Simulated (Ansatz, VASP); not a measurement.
# Cross-check of ZnS (Wurtzite-2H) between VASP and Ansatz

One calculation is typed for both programs; each brings its own data sets. How far apart do they land? The cell is taken from a series of runs on this material, whose earlier steps may have relaxed, scaled, displaced or heated it; both programs get it as it stands.

Main program and level: Ansatz 0.2.0; plane waves, with VASP 6.6.1 beside it; zone-centre phonons at LDA.

## 1. The starting structure

The structure is hexagonal, space group P6_3mc (No. 186). The conventional cell has a = 3.738 Å, b = 3.738 Å, c = 6.143 Å, α = 90.00°, β = 90.00°, γ = 120.00°. S has 4 Zn at 2.29 to 2.30 Å nearest. Nearest to Zn lie 4 S at 2.29 to 2.30 Å. Farther neighbours and most contacts between anions are not listed.

Coordinates:

```cif
data_structure
_symmetry_space_group_name_H-M 'P 1'
_symmetry_Int_Tables_number 1
_cell_length_a 3.7382
_cell_length_b 3.7382
_cell_length_c 6.1428
_cell_angle_alpha 90.000
_cell_angle_beta 90.000
_cell_angle_gamma 120.000
_cell_volume 74.34
loop_
_atom_site_label
_atom_site_type_symbol
_atom_site_fract_x
_atom_site_fract_y
_atom_site_fract_z
_atom_site_occupancy
S1 S 0.33333 0.66667 0.37941 1
S2 S 0.66667 0.33333 0.87941 1
Zn3 Zn 0.33333 0.66667 0.00559 1
Zn4 Zn 0.66667 0.33333 0.50559 1
```

## 2. VASP: zone-centre phonons, LDA

Second derivatives magnify differences that forces hide, and they need a tight electronic threshold.

Lines of VASP's logs that name or quote its potential files are left out, and so is its time.

File INCAR:

```
SYSTEM = ZnS
PREC = Accurate
ENCUT = 500
EDIFF = 1E-08
NELM = 120
ISMEAR = 0
SIGMA = 0.01
LREAL = .FALSE.
ALGO = Normal
GGA = PW92
NBANDS = 24
LORBIT = 11
LWAVE = .FALSE.
LCHARG = .FALSE.
ISIF = 2
IBRION = 8
LEPSILON = .TRUE.
LASPH = .TRUE.
GGA_COMPAT = .FALSE.
EFERMI = MIDGAP
KPAR = 2
```

File POSCAR:

```
ZnS
1.0
    3.7381579092      0.0000000000      0.0000000000
   -1.8690789546      3.2373397127      0.0000000000
    0.0000000000      0.0000000000      6.1428450369
S Zn
2 2
Direct
    0.3333333334      0.6666666668      0.3794072714
    0.6666666668      0.3333333334      0.8794072714
    0.3333333334      0.6666666668      0.0055927286
    0.6666666668      0.3333333334      0.5055927286
```

File KPOINTS:

```
Automatic mesh
0
Gamma
12 12 8
0 0 0
```

The projector-augmented-wave data sets are S and Zn (LDA family, release 64).

Command:

```bash
> mpirun -np 2 vasp_std
```

Numbers of over 12 decimals in the logs are rounded to 6 here.

What it wrote:

```text
[banner, memory and clock lines left out]
running    2 mpi-ranks, on    1 nodes
 distrk:  each k-point on    1 cores,    2 groups
 distr:  one band on    1 cores,    1 groups

 POSCAR found type information on POSCAR S Zn
 POSCAR found :  2 types and       4 ions
|                                                                             |
|               ----> ADVICE to this user running VASP <----                  |
|                                                                             |
|     You enforced a specific xc type in the INCAR file but a different       |
|     [... a line on the potential file left out ...]
|     I HOPE YOU KNOW WHAT YOU ARE DOING!                                     |
|                                                                             |

 LDA part: xc-table for (Slater(with rela. corr.)+PW92), standard interpolation
 POSCAR, INCAR and KPOINTS ok, starting setup
 FFT: planning ... GRIDC
 FFT: planning ... GRID_SOFT
 FFT: planning ... GRID
 WAVECAR not read
 entering main loop
       N       E                     dE             d eps       ncg     rms          rms(c)
DAV:   1     0.231833604018E+03    0.23183E+03   -0.17065E+04  4560   0.180E+03
DAV:   2     0.351739820568E+01   -0.22832E+03   -0.22045E+03  4880   0.362E+02
DAV:   3    -0.168608735218E+02   -0.20378E+02   -0.20273E+02  5696   0.111E+02
DAV:   4    -0.172706241717E+02   -0.40975E+00   -0.40953E+00  5344   0.164E+01
DAV:   5    -0.172784017821E+02   -0.77776E-02   -0.77768E-02  5832   0.212E+00    0.109E+01
DAV:   6    -0.164245102547E+02    0.85389E+00   -0.18899E+00  6560   0.422E+01    0.817E+00
DAV:   7    -0.164225242862E+02    0.19860E-02   -0.16727E+00  5112   0.775E+00    0.329E+00
DAV:   8    -0.163999221087E+02    0.22602E-01   -0.67610E-02  6096   0.247E+00    0.991E-01
DAV:   9    -0.163986725567E+02    0.12496E-02   -0.17873E-02  6504   0.178E+00    0.286E-01
DAV:  10    -0.163987130090E+02   -0.40452E-04   -0.59344E-04  5760   0.318E-01    0.163E-01
DAV:  11    -0.163987345792E+02   -0.21570E-04   -0.76331E-05  5784   0.101E-01    0.865E-02
DAV:  12    -0.163987316252E+02    0.29541E-05   -0.15069E-05  5992   0.525E-02    0.101E-02
DAV:  13    -0.163987317909E+02   -0.16572E-06   -0.58573E-07  5688   0.537E-03    0.378E-03
DAV:  14    -0.163987318435E+02   -0.52583E-07   -0.57171E-08  5384   0.179E-03    0.113E-03
DAV:  15    -0.163987318397E+02    0.37608E-08   -0.18388E-08  4232   0.120E-03
   1 F= -.16398732E+02 E0= -.16398732E+02  d E =0.000000E+00
 Linear response reoptimize wavefunctions to high precision
DAV:   1    -0.163987318403E+02   -0.57298E-09   -0.58869E-09  4504   0.101E-03
DAV:   2    -0.163987318403E+02    0.13642E-10   -0.43746E-10  2968   0.154E-04
 Linear response G [H, r] |phi>, progress :
  Direction:   1
       N       E                     dE             d eps       ncg     rms
RMM:   1    -0.808412589301E+02   -0.80841E+02    0.48766E+02  8709   0.951E+01
RMM:   2    -0.900594562469E+02   -0.92182E+01   -0.30211E+01  7431   0.360E+01
RMM:   3    -0.906342635212E+02   -0.57481E+00   -0.22327E+00  8133   0.961E+00
RMM:   4    -0.906573367638E+02   -0.23073E-01   -0.11209E-01  8275   0.201E+00
RMM:   5    -0.906586268989E+02   -0.12901E-02   -0.12625E-02  8356   0.528E-01
RMM:   6    -0.906588405502E+02   -0.21365E-03   -0.17833E-03  8452   0.156E-01
RMM:   7    -0.906588866514E+02   -0.46101E-04   -0.38864E-04  8511   0.515E-02
RMM:   8    -0.906588946373E+02   -0.79859E-05    0.45786E-04  8596   0.184E-02
RMM:   9    -0.906588942848E+02    0.35253E-06    0.74128E-04  8513   0.746E-03
RMM:  10    -0.906588934942E+02    0.79054E-06    0.87316E-04  6904   0.341E-03
RMM:  11    -0.906588932043E+02    0.28988E-06    0.95419E-04  5830   0.162E-03
RMM:  12    -0.906588928866E+02    0.31778E-06    0.95647E-04  5288   0.106E-03
RMM:  13    -0.906588929913E+02   -0.10470E-06    0.98526E-04  4968   0.834E-04
RMM:  14    -0.906588929960E+02   -0.47518E-08    0.99845E-04  4812   0.739E-04
RMM:  15    -0.906588929868E+02    0.92088E-08    0.10291E-03  4708   0.701E-04
RMM:  16    -0.906588930897E+02   -0.10289E-06    0.98213E-04  4566   0.676E-04
RMM:  17    -0.906588921604E+02    0.92925E-06    0.10344E-03  4455   0.686E-04
 Linear response G [H, r] |phi>, progress :
  Direction:   2
       N       E                     dE             d eps       ncg     rms
RMM:   1    -0.955347456672E+02   -0.95535E+02    0.30238E+02  8803   0.917E+01
RMM:   2    -0.101632452294E+03   -0.60977E+01   -0.24201E+01  7357   0.344E+01
RMM:   3    -0.102191618454E+03   -0.55917E+00   -0.17735E+00  8128   0.881E+00
RMM:   4    -0.102219276144E+03   -0.27658E-01   -0.87327E-02  8195   0.190E+00
RMM:   5    -0.102220833119E+03   -0.15570E-02   -0.13962E-02  8303   0.534E-01
RMM:   6    -0.102221034457E+03   -0.20134E-03   -0.35393E-03  8383   0.167E-01
[...]
RMM:   6    -0.108217665399E+01   -0.20076E-02   -0.13405E-03 27103   0.184E-01    0.356E-02
RMM:   7    -0.108255454952E+01   -0.37790E-03   -0.11587E-04 27848   0.544E-02    0.541E-03
RMM:   8    -0.108265394215E+01   -0.99393E-04   -0.42912E-06 28268   0.124E-02    0.304E-03
RMM:   9    -0.108263801036E+01    0.15932E-04    0.19000E-06 28070   0.432E-03    0.144E-03
RMM:  10    -0.108263938568E+01   -0.13753E-05    0.22184E-07 28062   0.206E-03    0.295E-04
[...]
RMM:   9    -0.110900468763E+01    0.22907E-04   -0.45707E-06  8269   0.405E-03    0.976E-04
RMM:  10    -0.110899905145E+01    0.56362E-05   -0.26972E-06  8184   0.196E-03    0.421E-04
RMM:  11    -0.110900674346E+01   -0.76920E-05    0.62979E-07  8220   0.819E-04    0.106E-04
RMM:  12    -0.110900678815E+01   -0.44688E-07   -0.12924E-07  6530   0.252E-04    0.454E-05
RMM:  13    -0.110900681160E+01   -0.23446E-07   -0.90797E-08  4971   0.117E-04    0.102E-05
RMM:  14    -0.110900691068E+01   -0.99081E-07    0.74090E-09  3694   0.707E-05    0.780E-06
 change of polarisation eV/A/(eV/A) component  3 :    -0.224    -0.201     2.110
 dielectric tensor                  component  3 :    -0.546    -0.490     6.136
 Linear response DOF=           4
 Linear response progress:
  Degree of freedom:   1/  4
       N       E                     dE             d eps       ncg     rms          rms(c)
RMM:   1    -0.106956678965E+00   -0.10696E+00    0.46599E-02 70289   0.199E+00
RMM:   2    -0.103689736808E+00    0.32669E-02   -0.66318E-03 42941   0.660E-01    0.174E-01
RMM:   3    -0.104092113533E+00   -0.40238E-03   -0.57363E-04 48531   0.159E-01    0.833E-02
RMM:   4    -0.104437905262E+00   -0.34579E-03   -0.85252E-05 47575   0.530E-02    0.207E-02
RMM:   5    -0.104491530818E+00   -0.53626E-04   -0.87979E-06 50323   0.142E-02    0.982E-03
RMM:   6    -0.104465790517E+00    0.25740E-04   -0.13680E-06 50054   0.489E-03    0.358E-03
RMM:   7    -0.104474358972E+00   -0.85685E-05   -0.21289E-08 48315   0.178E-03    0.878E-04
RMM:   8    -0.104473368127E+00    0.99084E-06   -0.44068E-08 51002   0.571E-04    0.627E-05
RMM:   9    -0.104472609575E+00    0.75855E-06   -0.59795E-08 49799   0.189E-04    0.486E-05
RMM:  10    -0.104472632511E+00   -0.22937E-07    0.76169E-09 51229   0.682E-05    0.956E-06
RMM:  11    -0.104472732495E+00   -0.99983E-07    0.77138E-09 48699   0.314E-05    0.249E-06
RMM:  12    -0.104472712539E+00    0.19956E-07    0.89264E-09 47912   0.155E-05    0.604E-07
RMM:  13    -0.104472711734E+00    0.80512E-09    0.44958E-09 34605   0.884E-06    0.560E-07
 first order change of Fermi-energy  -0.74460E-01
 force on displaced ion       1 direction 1 :  -7.442   0.000   0.000
 Born effective charge ion    1 direction 1 :  -1.846  -0.000  -0.000
 Linear response progress:
  Degree of freedom:   2/  4
       N       E                     dE             d eps       ncg     rms          rms(c)
RMM:   1    -0.127637648330E+00   -0.12764E+00    0.58244E-02 16279   0.202E+00
RMM:   2    -0.122974005323E+00    0.46636E-02   -0.73744E-03  9510   0.759E-01    0.204E-01
RMM:   3    -0.123227963558E+00   -0.25396E-03   -0.98116E-04 10979   0.193E-01    0.997E-02
RMM:   4    -0.123435317900E+00   -0.20735E-03   -0.93889E-05  9908   0.646E-02    0.329E-02
RMM:   5    -0.123463428076E+00   -0.28110E-04   -0.24023E-05 10861   0.246E-02    0.899E-03
RMM:   6    -0.123450233106E+00    0.13195E-04   -0.10463E-06 11163   0.653E-03    0.477E-03
RMM:   7    -0.123452360628E+00   -0.21275E-05   -0.64490E-07 11402   0.171E-03    0.178E-03
RMM:   8    -0.123454342098E+00   -0.19815E-05    0.25386E-07 10121   0.130E-03    0.228E-04
RMM:   9    -0.123454632473E+00   -0.29037E-06   -0.12497E-07 11527   0.343E-04    0.106E-04
RMM:  10    -0.123454562395E+00    0.70078E-07   -0.49360E-08 11560   0.117E-04    0.305E-05
RMM:  11    -0.123454565715E+00   -0.33196E-08   -0.53909E-08 10397   0.464E-05    0.160E-05
 first order change of Fermi-energy  -0.72621E-01
 force on displaced ion       1 direction 3 :   0.000  -0.000 -10.383
 Born effective charge ion    1 direction 3 :   0.000  -0.000  -1.952
 Linear response progress:
  Degree of freedom:   3/  4
       N       E                     dE             d eps       ncg     rms          rms(c)
RMM:   1    -0.213249848545E+00   -0.21325E+00   -0.37319E-04 41810   0.192E+00
RMM:   2    -0.210754771657E+00    0.24951E-02   -0.39329E-03 43330   0.453E-01    0.132E-01
RMM:   3    -0.210576168311E+00    0.17860E-03   -0.13363E-04 50061   0.725E-02    0.767E-02
RMM:   4    -0.210331644674E+00    0.24452E-03   -0.21148E-05 49610   0.256E-02    0.453E-03
RMM:   5    -0.210326706939E+00    0.49377E-05   -0.27736E-06 51319   0.518E-03    0.168E-03
RMM:   6    -0.210329907966E+00   -0.32010E-05   -0.19325E-07 51400   0.207E-03    0.305E-04
RMM:   7    -0.210330282474E+00   -0.37451E-06   -0.42401E-07 51699   0.622E-04    0.184E-04
RMM:   8    -0.210330544877E+00   -0.26240E-06   -0.22468E-07 51183   0.273E-04    0.336E-05
RMM:   9    -0.210330353430E+00    0.19145E-06   -0.98723E-08 51821   0.839E-05    0.195E-05
RMM:  10    -0.210330234135E+00    0.11930E-06   -0.22980E-08 50612   0.409E-05    0.241E-06
RMM:  11    -0.210330227002E+00    0.71321E-08   -0.13653E-08 50505   0.168E-05    0.101E-06
 first order change of Fermi-energy  -0.14897E+00
 force on displaced ion       3 direction 1 :  -6.708   0.000   0.000
 Born effective charge ion    3 direction 1 :   1.845  -0.000   0.000
 Linear response progress:
  Degree of freedom:   4/  4
       N       E                     dE             d eps       ncg     rms          rms(c)
RMM:   1    -0.220182672605E+00   -0.22018E+00    0.33384E-04  9449   0.194E+00
RMM:   2    -0.217042788548E+00    0.31399E-02   -0.41104E-03  9844   0.476E-01    0.156E-01
RMM:   3    -0.216763288220E+00    0.27950E-03   -0.22837E-04 11212   0.889E-02    0.830E-02
RMM:   4    -0.216467989072E+00    0.29530E-03   -0.56668E-05 11080   0.460E-02    0.197E-02
RMM:   5    -0.216417090785E+00    0.50898E-04   -0.11318E-05 11527   0.163E-02    0.672E-03
RMM:   6    -0.216423079566E+00   -0.59888E-05    0.38659E-06 10658   0.497E-03    0.384E-03
RMM:   7    -0.216430011371E+00   -0.69318E-05    0.23012E-06 11026   0.276E-03    0.792E-04
RMM:   8    -0.216431315431E+00   -0.13041E-05   -0.11739E-07 11234   0.845E-04    0.225E-04
RMM:   9    -0.216430887264E+00    0.42817E-06   -0.44480E-07 11654   0.287E-04    0.517E-05
RMM:  10    -0.216430723217E+00    0.16405E-06    0.44602E-08 11702   0.119E-04    0.256E-05
RMM:  11    -0.216430723529E+00   -0.31190E-09   -0.10239E-07 11683   0.428E-05    0.777E-06
RMM:  12    -0.216430743808E+00   -0.20279E-07    0.10956E-08 11698   0.212E-05    0.593E-06
RMM:  13    -0.216430751635E+00   -0.78262E-08   -0.93424E-09 10405   0.120E-05    0.108E-06
 first order change of Fermi-energy   0.72535E-01
 force on displaced ion       3 direction 3 :  -0.000   0.000  -8.646
 Born effective charge ion    3 direction 3 :  -0.000   0.000   1.952
 Born effective charges drift removed
 Linear response finished
```

[end of part 1 of 3]

[Lines on the potential files, build, host, timing and source positions are cut from VASP's logs without a mark.]

[Logs are printed without paths, hosts, clocks, repeated set-up lines and the standing remarks that a program may print on its own settings, such as how far it seeks lower states.]

[Hosts, paths, dates, database ids (printed as entryN), source tags and the programs' standing remarks are cut or masked in the printed files.]
